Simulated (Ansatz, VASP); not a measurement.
# Cross-check of ZnInGaO4 (amorphous InGaZnO4 at 5.31 g/cm^3) between VASP and Ansatz, part 3 of 3

Wanted: the spread between two codes on one cell, functional and k mesh. Of the first pair: The cell is taken from a series of runs on this material, whose earlier steps may have relaxed, scaled, displaced or heated it; both programs get it as it stands.

VASP 6.6.1 and Ansatz 0.2.0.

So far. Step 2 (VASP: single point, PBE, pair 1): The run ends at a pressure of 1.07 GPa, with forces up to 0.100 eV/Å. Step 6 (VASP: single point, PBE, start cell, pair 2): The run ends at a pressure of -0.28 GPa, with forces up to 0.35 eV/Å.

### Step 9. VASP: single point, PBE, relaxed cell, pair 3

Level of this step: PBE; plane waves and PAW (In_d, Ga_d, Zn, O) (VASP).

The same cell, functional, mesh and smearing now go to VASP, with its own data sets.

The input, INCAR:

```
SYSTEM = ZnInGaO4
PREC = Accurate
ENCUT = 520
EDIFF = 1E-06
NELM = 120
ISMEAR = -1
SIGMA = 0.025
LREAL = Auto
ALGO = Normal
GGA = PE
NBANDS = 432
LORBIT = 11
LWAVE = .FALSE.
LCHARG = .FALSE.
ISIF = 2
LASPH = .TRUE.
GGA_COMPAT = .FALSE.
EFERMI = MIDGAP
NCORE = 2
```

The input, POSCAR:

```
ZnInGaO4
1.0
   10.5612900000      0.0000000000      0.0000000000
    0.0000000000     10.5612900000      0.0000000000
    0.0000000000      0.0000000000     10.5612900000
In Ga Zn O
12 12 12 48
Direct
    0.0848300000      0.3669800000      0.8512200000
    0.5604200000      0.2552500000      0.0921200000
    0.8570300000      0.3971500000      0.1758800000
    0.0294100000      0.8933900000      0.1736700000
    0.1632100000      0.0001300000      0.8479300000
    0.1108500000      0.5443600000      0.2292800000
    0.5192500000      0.0602900000      0.8562200000
    0.0246500000      0.8408300000      0.5558200000
    0.8293100000      0.6132500000      0.7277600000
    0.1924800000      0.1540300000      0.5642900000
    0.7825300000      0.9105300000      0.9571100000
    0.5010400000      0.1038900000      0.4943900000
    0.2673800000      0.7612400000      0.0451900000
    0.9315700000      0.6354400000      0.9963100000
    0.7652100000      0.2617900000      0.8452700000
    0.2846800000      0.8778400000      0.3557600000
    0.8095300000      0.5986800000      0.4342300000
    0.6840200000      0.8501800000      0.5961400000
    0.0016900000      0.1520400000      0.0124500000
    0.6122300000      0.4211500000      0.5096400000
    0.8892400000      0.3101000000      0.5641400000
    0.5190900000      0.7344900000      0.8493600000
    0.3827200000      0.4947800000      0.0064900000
    0.3645900000      0.3867100000      0.7036000000
    0.1965800000      0.6441800000      0.7826700000
    0.7120200000      0.8755100000      0.2825500000
    0.6009700000      0.4586300000      0.8185100000
    0.0577800000      0.2284200000      0.2922500000
    0.8891100000      0.0529800000      0.7259000000
    0.7378000000      0.1672600000      0.3461600000
    0.5381400000      0.6945800000      0.3691600000
    0.6204500000      0.5914600000      0.1159200000
    0.3589800000      0.8932900000      0.6291500000
    0.5004700000      0.9143100000      0.1263400000
    0.2818600000      0.6477800000      0.5263200000
    0.1417300000      0.4274000000      0.5086400000
    0.9576100000      0.0143800000      0.9024300000
    0.1834700000      0.2713700000      0.4121800000
    0.3952600000      0.7712200000      0.4538700000
    0.2503800000      0.5126100000      0.6501900000
    0.7803700000      0.4483900000      0.8158900000
    0.9167600000      0.5248600000      0.3201900000
    0.9065400000      0.2879700000      0.9542300000
    0.5985000000      0.2625200000      0.4456500000
    0.3480500000      0.9953100000      0.7838700000
    0.1985500000      0.7792300000      0.6436700000
    0.6360700000      0.7177600000      0.7113300000
    0.4915000000      0.4329700000      0.1317200000
    0.1472100000      0.8783200000      0.0024600000
    0.8071500000      0.2098500000      0.6798900000
    0.3198300000      0.0149200000      0.4683100000
    0.2703700000      0.5936000000      0.0980000000
    0.3058200000      0.4074100000      0.8738700000
    0.7851500000      0.4575700000      0.5563400000
    0.7944100000      0.5498300000      0.0694700000
    0.3389100000      0.7305600000      0.8778500000
    0.4781700000      0.0839300000      0.0572900000
    0.6321600000      0.5383200000      0.3794500000
    0.0449100000      0.5615800000      0.8670000000
    0.1956200000      0.5583200000      0.3977500000
    0.0796900000      0.0226100000      0.6574200000
    0.8591500000      0.7437500000      0.8797300000
    0.8996600000      0.2311200000      0.4075000000
    0.3285300000      0.8603100000      0.1873200000
    0.1486100000      0.1908700000      0.9165200000
    0.9311200000      0.6611700000      0.5649900000
    0.5495100000      0.9615200000      0.6290400000
    0.0313400000      0.6952600000      0.1278000000
    0.5760300000      0.8701400000      0.9439500000
    0.3650900000      0.2263700000      0.6339200000
    0.6206200000      0.0237700000      0.3450700000
    0.7156700000      0.7660400000      0.4394900000
    0.0320100000      0.0926900000      0.1721100000
    0.8318900000      0.8963500000      0.1481500000
    0.8459200000      0.9116500000      0.6206400000
    0.5168200000      0.4599500000      0.6528600000
    0.1058000000      0.8673700000      0.3655100000
    0.7355900000      0.2468200000      0.1768300000
    0.5323400000      0.5814600000      0.9379000000
    0.5806500000      0.7555400000      0.1969700000
    0.0512200000      0.3301500000      0.6452900000
    0.0545800000      0.3678100000      0.1563300000
    0.5867800000      0.2801000000      0.8877900000
    0.7180400000      0.0733900000      0.8637900000
```

The input, KPOINTS:

```
Automatic mesh
0
Gamma
1 1 1
0 0 0
```

The projector-augmented-wave data sets are In_d, Ga_d, Zn and O (PBE family, release 64).

Command:

```sh
mpirun -np 8 vasp_gam
```

Numbers of over 12 decimals in the logs are rounded to 6 here.

Output:

```text
[... set-up lines as in an earlier step ...]
 entering main loop
       N       E                     dE             d eps       ncg     rms          rms(c)
DAV:   1     0.181336212891E+05    0.18134E+05   -0.30706E+05   864   0.299E+03
DAV:   2     0.470997882236E+04   -0.13424E+05   -0.12780E+05   864   0.919E+02
DAV:   3     0.378989459084E+03   -0.43310E+04   -0.40942E+04  1000   0.387E+02
DAV:   4    -0.432729156530E+03   -0.81172E+03   -0.78439E+03  1016   0.171E+02
[...]
DAV:  21    -0.437842354022E+03    0.23779E-05   -0.27556E-05  1336   0.536E-02    0.157E-02
DAV:  22    -0.437842354905E+03   -0.88323E-06   -0.27888E-05  1224   0.247E-02    0.103E-02
DAV:  23    -0.437842354088E+03    0.81718E-06   -0.36971E-06   712   0.268E-02
   1 F= -.43784235E+03 E0= -.43784235E+03  d E =-.140351E-04
```

OUTCAR, selected parts (step 9):

```text
  FREE ENERGIE OF THE ION-ELECTRON SYSTEM (eV)
  ---------------------------------------------------
  free  energy   TOTEN  =      -437.8423540881 eV

  energy  without entropy=     -437.8423400531  energy(sigma->0) =     -437.84234707

[... 1 part as in an earlier step ...]

[... 1 further part left out ...]
[key lines of the parts left out:]
E-fermi :   2.8287
```

The run ends at a pressure of 1.23 GPa, with forces up to 0.10 eV/Å.

### Step 10. Differences

Both answers:

```csv
quantity,Ansatz,VASP,difference
gap on the k mesh (eV),0.596,0.569,+0.026
```

Forces on 7 of the 84 atoms, those with the largest forces and the largest differences (eV/Å; atoms numbered as in POSCAR):

```csv
atom,"Ansatz x, y, z","VASP x, y, z"
O38,"0.001, 0.003, 0.004","0.074, 0.009, -0.007"
O39,"-0.016, 0.007, 0.011","0.018, 0.058, 0.028"
O41,"0.003, -0.013, 0.000","0.097, -0.026, 0.013"
O50,"0.010, 0.009, -0.016","-0.020, 0.050, -0.052"
O58,"0.000, -0.008, 0.000","0.011, -0.056, -0.029"
O60,"-0.017, -0.005, 0.012","-0.010, 0.030, -0.070"
O82,"0.002, -0.007, -0.003","0.031, -0.027, -0.056"
```

The forces differ by 22 meV/Å r.m.s., where the r.m.s. force is 0.007 eV/Å in Ansatz and 0.022 eV/Å in VASP: the atoms lie near their places of rest in Ansatz, so a percentage would say little (all taken over all components). A gap on the mesh is an upper bound, since the band edges may lie between its points.

### Step 11. What came out

```
r.m.s. force difference (single point, PBE, pair 1)               : 21 meV/Å
r.m.s. force difference (single point, PBE, start cell, pair 2)   : 23 meV/Å
r.m.s. force difference (single point, PBE, relaxed cell, pair 3) : 22 meV/Å
```

The r.m.s. force difference is 23 meV/Å (single point, PBE, start cell, pair 2), beyond the 12 meV/Å picked in this series as the mark of a large difference. What causes the difference of the single point, PBE, pair 1 pair stays open here. What causes the difference of the single point, PBE, start cell, pair 2 pair stays open here. What causes the difference of the single point, PBE, relaxed cell, pair 3 pair stays open here. Such differences can come from data sets, numerical settings and the points named under the comparisons, not from the functional's error against experiment.

[Lines on the potential files, build, host, timing and source positions are cut from VASP's logs without a mark.]

[Logs are printed without paths, hosts, clocks, repeated set-up lines and the standing remarks that a program may print on its own settings, such as how far it seeks lower states.]

[Hosts, paths, dates, database ids (printed as entryN), source tags and the programs' standing remarks are cut or masked in the printed files.]
